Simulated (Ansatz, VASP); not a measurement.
# Al6Si: VASP beside Ansatz, part 2 of 3

Aim: how closely do two programs agree when they are given the same cell, functional and k mesh? The cell is generated by rule, not measured, and may not be a known phase. The cell is taken from a series of runs on this material, whose earlier steps may have relaxed, scaled, displaced or heated it; both programs get it as it stands.

VASP 6.6.1 and Ansatz 0.2.0.

So far: Set-up; Ansatz: zone-centre phonons, PBEsol.

**3. VASP: zone-centre phonons, PBEsol**

Level of this step: PBEsol; plane waves and PAW (Si, Al); invented cell (VASP).

The same cell, functional, mesh and smearing now go to VASP, with its own data sets.

Lines of VASP's logs that name or quote its potential files are left out, and so is its time.

Input file INCAR:

```
SYSTEM = Al6Si
PREC = Accurate
ENCUT = 500
EDIFF = 1E-08
NELM = 120
ISMEAR = 1
SIGMA = 0.15
LREAL = .FALSE.
ALGO = Normal
GGA = PS
NBANDS = 18
LORBIT = 11
LWAVE = .FALSE.
LCHARG = .FALSE.
ISIF = 2
IBRION = 8
LASPH = .TRUE.
GGA_COMPAT = .FALSE.
KPAR = 2
```

Input file POSCAR:

```
Al6Si
1.0
    3.1213253107      1.8020980083      4.7392972154
   -3.1213253107      1.8020980083      4.7392972154
    0.0000000000     -3.6041960167      4.7392972154
Si Al
1 6
Direct
    0.7168240768      0.7168240768      0.7168240768
    0.6258491824      0.6258491824      0.1902445996
    0.9990866644      0.4222251480      0.4222251480
    0.4222251480      0.4222251480      0.9990866644
    0.1902445996      0.6258491824      0.6258491824
    0.4222251480      0.9990866644      0.4222251480
    0.6258491824      0.1902445996      0.6258491824
```

Input file KPOINTS:

```
Automatic mesh
0
Gamma
6 6 6
0 0 0
```

The projector-augmented-wave data sets are Si and Al (PBE family, release 64).

Command:

```
> mpirun -np 2 vasp_std
```

Log:

```text
[banner, memory and clock lines left out]
running    2 mpi-ranks, on    1 nodes
 distrk:  each k-point on    1 cores,    2 groups
 distr:  one band on    1 cores,    1 groups

 POSCAR found type information on POSCAR SiAl
 POSCAR found :  2 types and       7 ions
|                                                                             |
|               ----> ADVICE to this user running VASP <----                  |
|                                                                             |
|     You enforced a specific xc type in the INCAR file but a different       |
|     [... a line on the potential file left out ...]
|     I HOPE YOU KNOW WHAT YOU ARE DOING!                                     |
|                                                                             |

 LDA part: xc-table for (Slater+PW92), standard interpolation
 POSCAR, INCAR and KPOINTS ok, starting setup
 FFT: planning ... GRIDC
 FFT: planning ... GRID_SOFT
 FFT: planning ... GRID
 WAVECAR not read
 entering main loop
       N       E                     dE             d eps       ncg     rms          rms(c)
DAV:   1     0.318224583365E+02    0.31822E+02   -0.75330E+03  1152   0.926E+02
DAV:   2    -0.254220382010E+02   -0.57244E+02   -0.55626E+02  1506   0.123E+02
DAV:   3    -0.279477460333E+02   -0.25257E+01   -0.24833E+01  1478   0.250E+01
DAV:   4    -0.279998352902E+02   -0.52089E-01   -0.51993E-01  1608   0.417E+00
DAV:   5    -0.280015081072E+02   -0.16728E-02   -0.16727E-02  1662   0.723E-01    0.506E+00
DAV:   6    -0.275481049744E+02    0.45340E+00   -0.54681E-01  1326   0.293E+00    0.277E+00
DAV:   7    -0.274175140052E+02    0.13059E+00   -0.40464E-01  1472   0.246E+00    0.742E-01
DAV:   8    -0.274142235467E+02    0.32905E-02   -0.32882E-02  1388   0.912E-01    0.226E-01
DAV:   9    -0.274147488772E+02   -0.52533E-03   -0.36559E-03  1366   0.332E-01    0.104E-01
DAV:  10    -0.274151457798E+02   -0.39690E-03   -0.65956E-04  1448   0.122E-01    0.397E-02
DAV:  11    -0.274152757783E+02   -0.13000E-03   -0.17617E-04  1312   0.588E-02    0.120E-02
DAV:  12    -0.274152918778E+02   -0.16100E-04   -0.31770E-05  1442   0.248E-02    0.533E-03
DAV:  13    -0.274152974821E+02   -0.56042E-05   -0.10376E-05  1292   0.142E-02    0.301E-03
DAV:  14    -0.274152978406E+02   -0.35849E-06   -0.75111E-07  1556   0.427E-03    0.104E-03
DAV:  15    -0.274152978877E+02   -0.47136E-07   -0.23221E-07  1334   0.216E-03    0.283E-04
DAV:  16    -0.274152978983E+02   -0.10555E-07   -0.19028E-08  1296   0.665E-04    0.128E-04
DAV:  17    -0.274152978987E+02   -0.47783E-09   -0.22939E-09   788   0.265E-04
   1 F= -.27415298E+02 E0= -.27414695E+02  d E =-.180760E-02
 Linear response reoptimize wavefunctions to high precision
DAV:   1    -0.274152978990E+02   -0.28990E-09   -0.68384E-10   942   0.157E-04
DAV:   2    -0.274152978990E+02   -0.20236E-10   -0.12350E-10   694   0.697E-05
 Linear response DOF=           7
 Linear response progress:
  Degree of freedom:   1/  7
       N       E                     dE             d eps       ncg     rms          rms(c)
RMM:   1    -0.255847358780E-01   -0.25585E-01    0.55113E-02 10388   0.902E-01
RMM:   2    -0.224827139937E-01    0.31020E-02   -0.21171E-03  6240   0.242E-01    0.809E-02
RMM:   3    -0.224916184887E-01   -0.89045E-05   -0.62663E-04  6404   0.886E-02    0.381E-02
RMM:   4    -0.226221021619E-01   -0.13048E-03   -0.13318E-04  6716   0.373E-02    0.151E-02
RMM:   5    -0.226522067652E-01   -0.30105E-04   -0.94046E-06  6754   0.127E-02    0.341E-03
RMM:   6    -0.226645085139E-01   -0.12302E-04   -0.13768E-06  6764   0.417E-03    0.170E-03
RMM:   7    -0.226589842336E-01    0.55243E-05   -0.37542E-07  6934   0.189E-03    0.642E-04
RMM:   8    -0.226604818342E-01   -0.14976E-05   -0.23893E-08  7053   0.592E-04    0.869E-05
RMM:   9    -0.226609245164E-01   -0.44268E-06   -0.27890E-08  7436   0.178E-04    0.626E-05
RMM:  10    -0.226609259549E-01   -0.14385E-08   -0.79849E-09  7006   0.644E-05    0.185E-05
 first order change of Fermi-energy   0.20844E-04
 force on displaced ion       1 direction 1 :  -9.060  -0.000   0.001
 Linear response progress:
  Degree of freedom:   2/  7
       N       E                     dE             d eps       ncg     rms          rms(c)
RMM:   1    -0.246889077902E-01   -0.24689E-01    0.61452E-02  2741   0.899E-01
RMM:   2    -0.226103444470E-01    0.20786E-02   -0.17672E-03  1777   0.227E-01    0.837E-02
RMM:   3    -0.226132342133E-01   -0.28898E-05   -0.81840E-04  1783   0.957E-02    0.368E-02
RMM:   4    -0.227692740588E-01   -0.15604E-03   -0.16985E-04  1886   0.416E-02    0.146E-02
RMM:   5    -0.227891570491E-01   -0.19883E-04   -0.99088E-06  1886   0.142E-02    0.331E-03
RMM:   6    -0.228107861952E-01   -0.21629E-04   -0.20859E-06  1906   0.509E-03    0.182E-03
RMM:   7    -0.228039550074E-01    0.68312E-05   -0.27861E-07  1946   0.202E-03    0.638E-04
RMM:   8    -0.228060896815E-01   -0.21347E-05   -0.26357E-08  1980   0.624E-04    0.103E-04
RMM:   9    -0.228068279284E-01   -0.73825E-06   -0.22357E-09  2063   0.242E-04    0.756E-05
RMM:  10    -0.228067675564E-01    0.60372E-07    0.45468E-08  2002   0.770E-05    0.234E-05
RMM:  11    -0.228067396465E-01    0.27910E-07    0.12134E-08  2089   0.257E-05    0.727E-06
RMM:  12    -0.228067291759E-01    0.10471E-07    0.11558E-08  2095   0.118E-05    0.330E-06
RMM:  13    -0.228067293489E-01   -0.17295E-09   -0.18229E-09  2040   0.826E-06    0.146E-06
 first order change of Fermi-energy  -0.15652E+00
 force on displaced ion       1 direction 3 :   0.000   0.000  -8.125
 Linear response progress:
  Degree of freedom:   3/  7
       N       E                     dE             d eps       ncg     rms          rms(c)
RMM:   1    -0.930525572068E-02   -0.93053E-02    0.75966E-03 10774   0.489E-01
RMM:   2    -0.799676831562E-02    0.13085E-02   -0.57630E-04  6270   0.135E-01    0.468E-02
RMM:   3    -0.794793909840E-02    0.48829E-04   -0.18655E-04  6448   0.512E-02    0.235E-02
RMM:   4    -0.796411082170E-02   -0.16172E-04   -0.39298E-05  6747   0.221E-02    0.976E-03
RMM:   5    -0.795939115147E-02    0.47197E-05   -0.24140E-06  6759   0.768E-03    0.234E-03
RMM:   6    -0.795796354628E-02    0.14276E-05   -0.30420E-07  6860   0.239E-03    0.613E-04
RMM:   7    -0.795549481789E-02    0.24687E-05   -0.24728E-08  6941   0.965E-04    0.267E-04
RMM:   8    -0.795558535072E-02   -0.90533E-07    0.17668E-08  7040   0.300E-04    0.903E-05
RMM:   9    -0.795577175519E-02   -0.18640E-06    0.19580E-08  7288   0.984E-05    0.387E-05
RMM:  10    -0.795577311181E-02   -0.13566E-08    0.74202E-09  7068   0.416E-05    0.103E-05
 first order change of Fermi-energy   0.88140E-04
 force on displaced ion       2 direction 1 :  -3.367   0.000  -0.002
 Linear response progress:
  Degree of freedom:   4/  7
       N       E                     dE             d eps       ncg     rms          rms(c)
RMM:   1    -0.997825266242E-02   -0.99783E-02    0.22465E-02  6649   0.558E-01
RMM:   2    -0.858366459296E-02    0.13946E-02   -0.77929E-04  3791   0.155E-01    0.615E-02
RMM:   3    -0.851526523877E-02    0.68399E-04   -0.33910E-04  3836   0.654E-02    0.303E-02
RMM:   4    -0.855807511181E-02   -0.42810E-04   -0.63450E-05  4021   0.285E-02    0.130E-02
RMM:   5    -0.856986384155E-02   -0.11789E-04   -0.49304E-06  4040   0.104E-02    0.314E-03
RMM:   6    -0.857697081188E-02   -0.71070E-05   -0.90578E-07  4107   0.369E-03    0.901E-04
RMM:   7    -0.857371180362E-02    0.32590E-05   -0.14934E-07  4182   0.157E-03    0.351E-04
RMM:   8    -0.857400422895E-02   -0.29243E-06    0.26579E-08  4297   0.421E-04    0.139E-04
RMM:   9    -0.857427588157E-02   -0.27165E-06    0.38658E-08  4363   0.155E-04    0.581E-05
RMM:  10    -0.857428937207E-02   -0.13490E-07    0.14850E-08  4310   0.599E-05    0.118E-05
RMM:  11    -0.857427702144E-02    0.12351E-07    0.54690E-09  4380   0.238E-05    0.456E-06
RMM:  12    -0.857427271337E-02    0.43081E-08    0.21561E-09  4347   0.115E-05    0.120E-06
 first order change of Fermi-energy   0.91321E-01
 force on displaced ion       2 direction 2 :  -0.000  -6.736   3.772
 Linear response progress:
  Degree of freedom:   5/  7
       N       E                     dE             d eps       ncg     rms          rms(c)
RMM:   1    -0.976461485292E-02   -0.97646E-02    0.16161E-02  6625   0.528E-01
RMM:   2    -0.841978163685E-02    0.13448E-02   -0.71569E-04  3812   0.149E-01    0.580E-02
RMM:   3    -0.836398883671E-02    0.55793E-04   -0.36472E-04  3825   0.668E-02    0.269E-02
RMM:   4    -0.841755595781E-02   -0.53567E-04   -0.65642E-05  4032   0.283E-02    0.117E-02
RMM:   5    -0.842430696893E-02   -0.67510E-05   -0.42414E-06  4056   0.987E-03    0.279E-03
RMM:   6    -0.843260992032E-02   -0.83030E-05   -0.10090E-06  4074   0.364E-03    0.807E-04
RMM:   7    -0.842867731211E-02    0.39326E-05   -0.14351E-07  4181   0.148E-03    0.314E-04
RMM:   8    -0.842884634249E-02   -0.16903E-06   -0.18357E-09  4302   0.388E-04    0.139E-04
RMM:   9    -0.842910539508E-02   -0.25905E-06    0.11034E-08  4378   0.128E-04    0.619E-05
RMM:  10    -0.842911205751E-02   -0.66624E-08    0.26997E-09  4297   0.516E-05    0.108E-05
 first order change of Fermi-energy   0.52810E-01
 force on displaced ion       2 direction 3 :  -0.000   3.771  -5.438
 Linear response progress:
  Degree of freedom:   6/  7
       N       E                     dE             d eps       ncg     rms          rms(c)
RMM:   1    -0.104946682747E-01   -0.10495E-01    0.13882E-02 11296   0.539E-01
RMM:   2    -0.875694859417E-02    0.17377E-02   -0.78362E-04  6282   0.155E-01    0.654E-02
RMM:   3    -0.866723798373E-02    0.89711E-04   -0.42666E-04  6326   0.705E-02    0.301E-02
RMM:   4    -0.872761826752E-02   -0.60380E-04   -0.75316E-05  6691   0.299E-02    0.130E-02
RMM:   5    -0.874450868267E-02   -0.16890E-04   -0.57484E-06  6732   0.107E-02    0.299E-03
RMM:   6    -0.875486223863E-02   -0.10354E-04   -0.11490E-06  6775   0.384E-03    0.931E-04
RMM:   7    -0.875096467031E-02    0.38976E-05   -0.15212E-07  6952   0.154E-03    0.315E-04
RMM:   8    -0.875120183716E-02   -0.23717E-06    0.12121E-10  7161   0.399E-04    0.150E-04
RMM:   9    -0.875149471982E-02   -0.29288E-06    0.16366E-08  7219   0.144E-04    0.599E-05
RMM:  10    -0.875150208366E-02   -0.73638E-08    0.20113E-08  7095   0.606E-05    0.119E-05
 first order change of Fermi-energy   0.65078E-01
 force on displaced ion       3 direction 1 :  -6.271  -2.309   0.348
 Linear response progress:
  Degree of freedom:   7/  7
       N       E                     dE             d eps       ncg     rms          rms(c)
RMM:   1    -0.998950692073E-02   -0.99895E-02    0.12027E-02  6770   0.522E-01
RMM:   2    -0.835167505949E-02    0.16378E-02   -0.71230E-04  3796   0.149E-01    0.547E-02
RMM:   3    -0.829623851209E-02    0.55437E-04   -0.30848E-04  3845   0.629E-02    0.257E-02
RMM:   4    -0.834323315833E-02   -0.46995E-04   -0.58066E-05  4041   0.267E-02    0.110E-02
RMM:   5    -0.835054616733E-02   -0.73130E-05   -0.35911E-06  4075   0.916E-03    0.264E-03
RMM:   6    -0.835665926094E-02   -0.61131E-05   -0.69892E-07  4095   0.323E-03    0.814E-04
RMM:   7    -0.835306360324E-02    0.35957E-05   -0.14327E-07  4176   0.144E-03    0.317E-04
RMM:   8    -0.835344514040E-02   -0.38154E-06    0.23029E-09  4288   0.395E-04    0.142E-04
RMM:   9    -0.835381498730E-02   -0.36985E-06    0.11618E-08  4346   0.154E-04    0.499E-05
RMM:  10    -0.835384744490E-02   -0.32458E-07    0.38175E-09  4321   0.631E-05    0.129E-05
RMM:  11    -0.835381140015E-02    0.36045E-07    0.40673E-10  4269   0.291E-05    0.422E-06
RMM:  12    -0.835381179688E-02   -0.39673E-09    0.54761E-13  4382   0.125E-05    0.154E-06
 first order change of Fermi-energy  -0.52326E-03
 force on displaced ion       3 direction 3 :   0.349   0.202  -5.024
 Linear response finished
```

(Part 2 of 3 ends here.)

[Lines on the potential files, build, host, timing and source positions are cut from VASP's logs without a mark.]

[Logs are printed without paths, hosts, clocks, repeated set-up lines and the standing remarks that a program may print on its own settings, such as how far it seeks lower states.]

[Hosts, paths, dates, database ids (printed as entryN), source tags and the programs' standing remarks are cut or masked in the printed files.]
